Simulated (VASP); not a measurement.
Level of theory: PBE GGA, VASP's PBE PAW potentials (set 64) (plane waves; VASP).

Input for VASP

### KPOINTS
```
k-points along high-symmetry lines
10
Line-mode
Reciprocal
  0.000000   0.000000   0.000000 ! GAMMA
 -0.000000   0.500000   0.000000 ! M

 -0.000000   0.500000   0.000000 ! M
 -0.333333   0.666667   0.000000 ! K

 -0.333333   0.666667   0.000000 ! K
  0.000000   0.000000   0.000000 ! GAMMA

  0.000000   0.000000   0.000000 ! GAMMA
  0.000000   0.000000   0.500000 ! A

  0.000000   0.000000   0.500000 ! A
 -0.000000   0.500000   0.500000 ! L

 -0.000000   0.500000   0.500000 ! L
 -0.333333   0.666667   0.500000 ! H

 -0.333333   0.666667   0.500000 ! H
  0.000000   0.000000   0.500000 ! A

 -0.000000   0.500000   0.500000 ! L
 -0.000000   0.500000   0.000000 ! M

 -0.333333   0.666667   0.500000 ! H
 -0.333333   0.666667   0.000000 ! K
```

**INCAR**
```
ALGO = Normal
EDIFF = 1E-7
ENCUT = 520
GGA = PE
ICHARG = 11
ISMEAR = 0
LASPH = .TRUE.
LCHARG = .FALSE.
LMAXMIX = 4
LORBIT = 11
LREAL = .FALSE.
LWAVE = .FALSE.
NELM = 100
PREC = Accurate
SIGMA = 0.05
SYSTEM = ZnO
```

POSCAR:
```
ZnO
3.285980
  0.4999999245  -0.8660254105   0.0000000000
  0.4999999245   0.8660254105   0.0000000000
  0.0000000000   0.0000000000   1.6143530495
Zn O
2 2
Direct
  0.6666670000   0.3333330000   0.5012495157
  0.3333330000   0.6666670000   0.0012495157
  0.6666670000   0.3333330000   0.8807504843
  0.3333330000   0.6666670000   0.3807504843
```

POTCAR, in this order: Zn O (PBE.64 set). Program: vasp_std. Read from the step before: CHGCAR.

Output

### OSZICAR
```
       N       E                     dE             d eps       ncg     rms          rms(c)
DAV:   1     0.273768374102E+03    0.27377E+03   -0.18891E+04  3960   0.237E+03
DAV:   2     0.960972340184E+01   -0.26416E+03   -0.25445E+03  4284   0.439E+02
DAV:   3    -0.168105187769E+02   -0.26420E+02   -0.26116E+02  4626   0.142E+02
DAV:   4    -0.172980940097E+02   -0.48758E+00   -0.48691E+00  4428   0.206E+01
DAV:   5    -0.173021914923E+02   -0.40975E-02   -0.40965E-02  4596   0.166E+00
DAV:   6    -0.173022432625E+02   -0.51770E-04   -0.51768E-04  4392   0.157E-01
DAV:   7    -0.173022442556E+02   -0.99314E-06   -0.99312E-06  4554   0.184E-02
DAV:   8    -0.173022442780E+02   -0.22410E-07   -0.22382E-07  3734   0.238E-03
   1 F= -.17302244E+02 E0= -.17302244E+02  d E =-.186025E-15
```

OUTCAR:
```
 val. band max:        0.8432163351   @ k =   0.0000   0.0000   0.0000

 cond. band min:       1.5615828702   @ k =  -0.0000   0.0000   0.0000



 k-point     1 :       0.0000    0.0000    0.0000
  band No.  band energies     occupation
      1     -16.9290      2.00000
      2     -16.2710      2.00000
      3      -4.6699      2.00000
      4      -4.6699      2.00000
      5      -4.6252      2.00000
      6      -4.4931      2.00000
      7      -4.4914      2.00000
      8      -4.4914      2.00000
      9      -3.6029      2.00000
     10      -3.6029      2.00000
     11      -3.4122      2.00000
     12      -3.4121      2.00000
     13      -3.1448      2.00000
     14       0.1008      2.00000
     15       0.1008      2.00000
     16       0.7637      2.00000
     17       0.8432      2.00000
     18       0.8432      2.00000
     19       1.5616      0.00000
     20       5.9106      0.00000
     21       8.8907      0.00000
     22      13.5401      0.00000

 k-point     2 :       0.0000    0.0556    0.0000
  band No.  band energies     occupation
      1     -16.9132      2.00000
      2     -16.2640      2.00000
      3      -4.6884      2.00000
      4      -4.6604      2.00000
      5      -4.6132      2.00000
      6      -4.4955      2.00000
      7      -4.4782      2.00000
      8      -4.4683      2.00000
      9      -3.6095      2.00000
     10      -3.6041      2.00000
     11      -3.4107      2.00000
     12      -3.3978      2.00000
     13      -3.1484      2.00000
     14      -0.0123      2.00000
     15       0.0606      2.00000
     16       0.5658      2.00000
     17       0.7458      2.00000
     18       0.8219      2.00000
     19       1.8754      0.00000
     20       6.0416      0.00000
     21       8.8918      0.00000
     22      13.1756      0.00000

 k-point     3 :       0.0000    0.1111    0.0000
  band No.  band energies     occupation
      1     -16.8668      2.00000
      2     -16.2435      2.00000
...
```

The density is held fixed in this step, so its total energy and stress have no physical meaning.

The compound is ZnO in the wurtzite structure. It was relaxed first.
